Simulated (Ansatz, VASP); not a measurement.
# Cross-check of Si3Os between VASP and Ansatz, part 2 of 2

Aim: how closely do two programs agree when they are given the same cell, functional and k mesh? The cell is invented: other elements were put on sites of a known structure type. It may not be a known or stable phase. The cell is taken from a series of VASP runs on this material, whose earlier steps may have relaxed, scaled or displaced it; both programs get it as it stands.

VASP 6.6.1 and Ansatz 0.2.0.

So far: The starting structure; VASP: band structure, HSE06.

## 3. Ansatz: band structure, HSE06

Level of this step: Ansatz beside VASP: Kohn-Sham DFT, plane waves, HSE06 (Ansatz).

Ansatz runs on its default PAW (the set named soft_2) files.

The same cell, functional, mesh and smearing now go to Ansatz, which takes its cutoff from its data sets.

input.yaml reads:

```yaml
crystal:
  lattice:
    - [-1.9372027446, 1.9372027446, 3.5048178866]
    - [1.9372027446, -1.9372027446, 3.5048178866]
    - [1.9372027446, 1.9372027446, -3.5048178866]
  atoms:
    - { symbol: Si, position: [0.5, 0.5, 0.0] }
    - { symbol: Si, position: [0.75, 0.25, 0.5] }
    - { symbol: Si, position: [0.25, 0.75, 0.5] }
    - { symbol: Os, position: [0.0, 0.0, 0.0] }
hamiltonian:
  xc: { exchange: pbe, correlation: pbe, exx: { coeff: 0.25, omega: 0.2 } }
  pseudopotentials: { kind: paw }
kpoints:
  mp_grid: { grid: [5, 5, 5] }
  band_path:
    path:
      - [0.0, 0.0, 0.0]
      - [0.0, 0.0, 0.5]
      - [-0.15275, 0.15275, 0.5]
      - [-0.32638, 0.32638, 0.32638]
      - [0.0, 0.0, 0.0]
      - [0.5, 0.5, -0.5]
      - [0.32638, 0.67362, -0.32638]
      - [0.0, 0.5, 0.0]
      - [0.25, 0.25, 0.25]
      - [0.5, 0.5, -0.15275]
      - [0.5, 0.5, -0.5]
      - [0.25, 0.25, 0.25]
    npoints: 1
scf:
  occupations: { method: gaussian, width: 0.05 }
  n_extra_bands: 8
output:
  forces: true
  stress: true
  eigenvalues: true
```

Run with:

```
ansatz run input.yaml --threads 4 --pin off --max-ram 9216MiB --backend cpu --events-out ev --progress --plain --runs-dir out
```

Numbers of over 12 decimals in the logs are rounded to 6 here.

Log:

```text
Warning: output.stress: scf.convergence.dr2_threshold = 1e-7 eV (the SCF's general default) is looser than the 4e-10 eV advised for a printed stress (1e-10 eV for each atom of the cell: 4). What an SCF threshold leaves in a stress goes as its square root, and in the free energy as the threshold itself, and one threshold admits the most on a small cell: [figures from the program's tests cut] Set scf.convergence.dr2_threshold to 4e-10 eV or tighter. The threshold is an SCF's pass mark: one that does not reach it within its budget of iterations ends unconverged, or closes short of it on a stop that the run arms, and scf.convergence.dr2_threshold's page says what that costs each kind of run
Warning: output.stress: scf.exx.energy_threshold = 1e-6 eV is looser than the 4e-8 eV advised for a stress under a hybrid functional (1e-8 eV for each atom of the cell: 4). Every SCF of the exchange loop can meet its threshold on dr2 while the loop round them stops early: no threshold on dr2 bounds what that leaves in the stress. Set scf.exx.energy_threshold to 4e-8 eV or tighter. The threshold is the loop's pass mark: a loop that does not reach it within its budget of cycles ends unconverged, and scf.exx.energy_threshold's page has the law
scf.n_extra_bands = 8 over 14 filled bands (N_el = 28.0): the run solves 22 bands
Engine: ansatz 0.2.0, aarch64-unknown-linux-gnu
Pseudopotentials: kind: paw
Pseudopotential: Si, paw, valence charge 4, recommended cutoff 420 eV (normal), Si.paw.azcp
Pseudopotential: Os, paw, valence charge 16, recommended cutoff 420 eV (normal), Os.paw.azcp
Functional definition: unnamed
  parameter a_1 = 0.25
  parameter omega_1 = 0.2/angstrom
  exchange = pbe_x + (-a_1)*pbe_x_sr(omega_1) + a_1*exact_x_sr(omega_1)
  correlation = pbe_c
Crystal: 4 atoms, lattice volume = 52.611 Å³
Basis set: ecut = 420 eV, 1055 PW (Γ), exchange–correlation on 60×60×60 points (8 copies of the dense FFT grid, shifted against one another)
Bands: 22, of which v1, the nominal top of the filled ones, is band 14 counted from 1 (13 counted from 0)
Symmetry: 16 space group operations
Space group: I4/mmm (ITA 139), of the structure as read, at distance tolerance 3.7e-5 Å
k-points: 18 of 125
Non-local potential: Si, projectors of the file, l = 0: 2, l = 1: 2, l = 2: 2
Non-local potential: Os, projectors of the file, l = 0: 3, l = 1: 2, l = 2: 2, l = 3: 1
PAW form: soft (Blöchl's): semilocal exchange-correlation on the pseudo side does not see the compensation charge
PAW frozen core: Si, regenerated for the run's functional, and the local potential with it (the file was generated under x = pbe(κ = 0.804, μ = 0.219515), c = pbe(β = 0.066725))
PAW frozen core: Os, regenerated for the run's functional, and the local potential with it (the file was generated under x = pbe(κ = 0.804, μ = 0.219515), c = pbe(β = 0.066725))
PAW one-centre angular grid: Si, 110 points (default); XC on 64 Gauss nodes
PAW one-centre angular grid: Os, 590 points (default); XC on 64 Gauss nodes
Initial density: superposition of atomic densities (neutral atoms: chi_scale 0, normalization atom), corrected by the library's trained network
Initial wavefunctions: pseudopotential atomic-orbital guess
Functional: x = pbe(κ = 0.804, μ = 0.219515), c = pbe(β = 0.066725), warm-up for x = pbe(κ = 0.804, μ = 0.219515) + 0.25 (exact − pbe) at short range (hse, ω = 0.2 Å⁻¹), c = pbe(β = 0.066725)
SCF iter   1: F=—  HF=-13290.822228 eV  |F-HF|=—  |Δ(HF+E_count)|=         —  Δρ=1.14e-2  dr2=7.07e-2  ethr=1.77e-3  ⟨swp⟩=7.4  Hψ=1742  notcnv=0
preconditioner: auto → none  [insulator: Δε(μ)=0.065 eV  Ē_g=9.567 eV  σ=0.050 eV  W_gap=0.61  n_scr=14 (ndim 8)  ℏωp=22.9 eV  f_vac=0.000  D(μ)=3.60/eV (n_scr^D=34)]
iter 2 solved again at ethr=1.65e-5 eV; its pass at ethr=2.53e-4 eV (dr2=4.63e-3 eV) is discarded
SCF iter   2: F=—  HF=-13290.800869 eV  |F-HF|=—  |Δ(HF+E_count)|=   2.14e-2  Δρ=3.55e-3  dr2=4.59e-3  ethr=1.65e-5  ⟨swp⟩=2.1  Hψ=1532  notcnv=0
preconditioner: auto → Kerker (q_TF=auto, 2.456 Å⁻¹)  [metal: Δε(μ)=0.008 eV  Ē_g=9.557 eV  σ=0.050 eV  W_gap=0.09  n_scr=14 (ndim 8)  ℏωp=22.9 eV  f_vac=0.000  D(μ)=5.60/eV (n_scr^D=68)]
SCF iter   3: F=—  HF=-13290.800031 eV  |F-HF|=—  |Δ(HF+E_count)|=   8.38e-4  Δρ=9.82e-4  dr2=3.74e-4  ethr=1.64e-5  ⟨swp⟩=2.9  Hψ=710  notcnv=0
SCF iter   4: F=—  HF=-13290.800006 eV  |F-HF|=—  |Δ(HF+E_count)|=   2.48e-5  Δρ=1.48e-4  dr2=1.40e-5  ethr=1.34e-6  ⟨swp⟩=3.1  Hψ=744  notcnv=0
SCF iter   5: F=—  HF=-13290.800003 eV  |F-HF|=—  |Δ(HF+E_count)|=   2.78e-6  Δρ=3.11e-5  dr2=4.41e-7  ethr=5.01e-8  ⟨swp⟩=3.1  Hψ=746  notcnv=0
SCF iter   6: F=—  HF=-13290.800003 eV  |F-HF|=—  |Δ(HF+E_count)|=   1.59e-8  Δρ=5.32e-6  dr2=1.82e-8  ethr=1.57e-9  ⟨swp⟩=3.3  Hψ=777  notcnv=0
SCF iter   7: F=-13290.800003 eV  HF=-13290.800003 eV  |F-HF|=2.42e-10  |Δ(HF+E_count)|=   1.50e-9  Δρ=1.14e-6  dr2=5.00e-10  ethr=6.52e-11  ⟨swp⟩=3.1  Hψ=698  notcnv=0
SCF 1 converged in 7 iterations: F = -13290.800003 eV  dr2 = 5.00e-10
  greatest PAW one-centre occupation: 1.000 electrons in one spin orbital (limit 2), on the Os atom at site 3 (counted from 0), in its partial waves of l = 0
Initial density: handed on by an earlier stage of this run
Initial wavefunctions: those handed on with the density
Functional: x = pbe(κ = 0.804, μ = 0.219515) + 0.25 (exact − pbe) at short range (hse, ω = 0.2 Å⁻¹), c = pbe(β = 0.066725)
Exchange kernel: α = 0.2500, screened, ω = 0.2000 Å⁻¹, Wigner–Seitz truncation, v(0) = 1127.7330 eV·Å³, q-mesh 5×5×5, nearest image of the exchange supercell L = 19.37 Å, pair-density grid 18×18×18, without the augmentation charges, whose exchange is taken in its separable form by FFT convolution over the k-point mesh (sized by the pseudopotential files, 24×24×24 at the most), smooth part of the exact exchange by density-matrix convolution
Frozen-core exchange: fock
iter 1 solved again at ethr=2.68e-4 eV; its pass at ethr=1.00e-1 eV (dr2=7.51e-2 eV) is discarded
SCF iter   1: F=—  HF=-13293.391917 eV  |F-HF|=—  |Δ(HF+E_count)|=         —  Δρ=8.34e-3  dr2=8.02e-2  ethr=2.68e-4  ⟨swp⟩=3.2  Hψ=1573  notcnv=0
preconditioner: auto → Kerker (q_TF=auto, 2.456 Å⁻¹)  [metal: Δε(μ)=0.032 eV  Ē_g=10.897 eV  σ=0.050 eV  W_gap=0.34  n_scr=14 (ndim 8)  ℏωp=22.9 eV  f_vac=0.000  D(μ)=4.81/eV (n_scr^D=60)]
SCF iter   2: F=—  HF=-13293.382962 eV  |F-HF|=—  |Δ(HF+E_count)|=   8.96e-3  Δρ=4.32e-3  dr2=1.51e-2  ethr=2.68e-4  ⟨swp⟩=2.2  Hψ=764  notcnv=0
SCF iter   3: F=—  HF=-13293.378385 eV  |F-HF|=—  |Δ(HF+E_count)|=   4.58e-3  Δρ=1.75e-3  dr2=1.46e-3  ethr=5.23e-5  ⟨swp⟩=2.9  Hψ=742  notcnv=0
SCF iter   4: F=—  HF=-13293.377909 eV  |F-HF|=—  |Δ(HF+E_count)|=   4.76e-4  Δρ=3.63e-4  dr2=7.27e-5  ethr=4.82e-6  ⟨swp⟩=3.0  Hψ=895  notcnv=0
SCF iter   5: F=—  HF=-13293.377904 eV  |F-HF|=—  |Δ(HF+E_count)|=   5.90e-6  Δρ=1.30e-4  dr2=1.91e-5  ethr=2.13e-7  ⟨swp⟩=3.2  Hψ=812  notcnv=0
SCF iter   6: F=-13293.377899 eV  HF=-13293.377900 eV  |F-HF|=3.59e-7  |Δ(HF+E_count)|=   4.10e-6  Δρ=2.30e-5  dr2=3.94e-7  ethr=6.36e-8  ⟨swp⟩=3.1  Hψ=730  notcnv=0
SCF 2 stopped early in 6 iterations: F = -13293.377899 eV  dr2 = 3.94e-7
hybrid outer 1: dexx = +8.713e-3 eV, tail = 9.94e-6 eV
Exchange kernel: α = 0.2500, screened, ω = 0.2000 Å⁻¹, Wigner–Seitz truncation, v(0) = 1127.7330 eV·Å³, q-mesh 5×5×5, nearest image of the exchange supercell L = 19.37 Å, pair-density grid 18×18×18, without the augmentation charges, whose exchange is taken in its separable form by FFT convolution over the k-point mesh (sized by the pseudopotential files, 24×24×24 at the most), smooth part of the exact exchange by density-matrix convolution
Frozen-core exchange: fock
SCF iter   1: F=—  HF=-13293.377911 eV  |F-HF|=—  |Δ(HF+E_count)|=         —  Δρ=3.76e-5  dr2=2.27e-7  ethr=1.77e-7  ⟨swp⟩=5.6  Hψ=1174  notcnv=0
preconditioner: auto → Kerker (q_TF=auto, 2.456 Å⁻¹)  [metal: Δε(μ)=0.015 eV  Ē_g=10.873 eV  σ=0.050 eV  W_gap=0.17  n_scr=14 (ndim 8)  ℏωp=22.9 eV  f_vac=0.000  D(μ)=4.88/eV (n_scr^D=60)]
SCF iter   2: F=—  HF=-13293.377911 eV  |F-HF|=—  |Δ(HF+E_count)|=   6.59e-8  Δρ=2.14e-5  dr2=1.03e-7  ethr=7.54e-10  ⟨swp⟩=3.5  Hψ=770  notcnv=0
SCF iter   3: F=-13293.377911 eV  HF=-13293.377911 eV  |F-HF|=8.54e-9  |Δ(HF+E_count)|=   2.89e-8  Δρ=3.47e-6  dr2=1.17e-8  ethr=3.67e-10  ⟨swp⟩=3.7  Hψ=750  notcnv=0  defer=3
SCF 3 converged in 3 iterations: F = -13293.377911 eV  dr2 = 1.17e-8
  Residual-converged pass: ⟨swp⟩=3.0  Hψ=803  notcnv=0  max |occ|·‖R‖ = 2.0e-6 eV (tolerance 2.4e-6 eV)  dr2=1.21e-8  dr2_onsite=5.11e-10  max |Δocc| = 1.8e-10
hybrid outer 2: dexx = +1.567e-7 eV, tail = 3.06e-8 eV, Δε = 8.36e-4 eV (about 4.73e-5 eV left of the loop's levels)
NSCF: frozen V_eff on 12 k-points
hybrid SCF converged: 2 outer / 9 inner (+7 warm-up), last move |dexx| = 1.57e-7 eV, tail = 3.06e-8 eV
Stability not checked: this state was not tested for a lower state beside it, because the functional holds exact exchange (a hybrid, or Hartree-Fock), whose exchange loop this test does not read (fock_operator; see scf.lower_state_search)
Free energy (F): -13293.377911 eV
Frozen-core exchange: fock
Harris-Foulkes:  -13293.377911 eV  (|F-HF|=8.54e-9)
Internal energy: -13293.371806 eV  (E = F + TS)
E sigma→0 (E₀):  -13293.374859 eV
Entropy (-TS):   -0.006104 eV (-1.526 meV/atom)
Fermi energy:    16.042907 eV
--- Per-component energies (eV) ---
  E_band       = -144.795114
  E_kinetic    = 695.310781
  E_local      = -1506.611600  (includes V_loc(G=0)·N_el)
  E_nonlocal   = 71.662504
  E_hartree    = 643.949046
  E_xc         = -351.544936
  E_vxc        = -345.153727  (∫ρ·V_xc dr)
  E_exx        = -68.745945  (= α·E_x^exact, valence–valence)
  E_paw        = -10568.440835  (= ΣΔE_a)
  E_vpaw       = -210.404663  (= ΣTr[D̂ρ^β])
  E_aug_tail   = -0.000031  (compensation charges beyond the density's cutoff)
  E_ewald      = -2206.391557
  E_core_change = -2.559236  (= ΣΔE_core)
  E_smearing   = -0.006104  (= −TS)
  E_closure    = 0.000003  (closes the sum)
  Σ components = -13293.377911   (vs F -13293.377911, Δ=1.82e-12)
--- Forces (eV/Å), atoms counted from 1 ---
  atom   1  Si     0.00000000     0.00000000     0.00000000
  atom   2  Si    -0.00000000     0.00000000     0.00000000
  atom   3  Si     0.00000000    -0.00000000     0.00000000
  atom   4  Os     0.00000000     0.00000000     0.00000000
  max |Σ_I F_I| component: 1.30e-18 eV/Å
--- Stress (GPa, compression-positive) ---
       -1.363709      -0.000000       0.000000
       -0.000000      -1.363709       0.000000
        0.000000       0.000000      -1.812596
  P = ⅓ Tr σ = -1.5133 GPa (-15.133 kbar)
--- Band table (eV; the first three rows and the last of 18) ---
  k-point 0: bands = [... 10 lower, 12.5797, 12.6474, 13.8803, 13.8803, 16.3660, 17.0475, 18.9298, 18.9298, ... 4 higher]
  k-point 1: bands = [... 10 lower, 13.0300, 14.2313, 14.3892, 14.4530, 15.6004, 16.4832, 19.5491, 19.6906, ... 4 higher]
  k-point 2: bands = [... 10 lower, 11.4675, 13.2258, 13.7803, 16.2943, 17.3452, 17.8697, 19.2213, 21.8787, ... 4 higher]
  k-point 17: bands = [... 10 lower, 12.4068, 12.8600, 13.5898, 16.3122, 18.2111, 18.8728, 19.1147, 20.9308, ... 4 higher]
```

Elapsed: 37 s, on 4 threads of Arm Neoverse V2, shared host; peak memory 1.1 GiB; 2.2 min of CPU time.

In the SCF lines HF is the Harris–Foulkes energy and dr2 the Hartree energy of the density residual, in eV; the loop may stop once dr2 is under the threshold and the program's other checks hold. Hψ counts applications of the Hamiltonian.

## 4. Comparison

Known differences besides the potentials themselves: exact exchange at q = 0 is treated differently, which shows on coarse meshes; VASP keeps PBE cores, Ansatz makes them for the functional; the data sets hold 28 valence electrons in Ansatz (default PAW (the set named soft_2) files) and 20 in VASP; the cutoff is 420 eV in Ansatz and 400 eV in VASP; VASP takes a coarser grid for exact exchange (PRECFOCK = Fast). Total energies have different zeros and are not compared.

Levels from 3 eV below to 2 eV above the Fermi level differ by 10 meV r.m.s. and 25 meV at most; each VASP level is matched to the nearest of Ansatz, which flatters the figure a little.

## 5. What came out

| Quantity | Value |
| --- | --- |
| r.m.s. difference of levels near the Fermi level (band structure, HSE06) | 10 meV |

What this shows: The r.m.s. difference of levels near the Fermi level is 10 meV (band structure, HSE06), within the 80 meV picked in this series as the mark of a large difference. How closely two codes agree says nothing of how well the functional describes the real material.

[Lines on the potential files, build, host, timing and source positions are cut from VASP's logs without a mark.]

[Logs are printed without paths, hosts, clocks, repeated set-up lines and the standing remarks that a program may print on its own settings, such as how far it seeks lower states.]

[Hosts, paths, dates, database ids (printed as entryN), source tags and the programs' standing remarks are cut or masked in the printed files.]
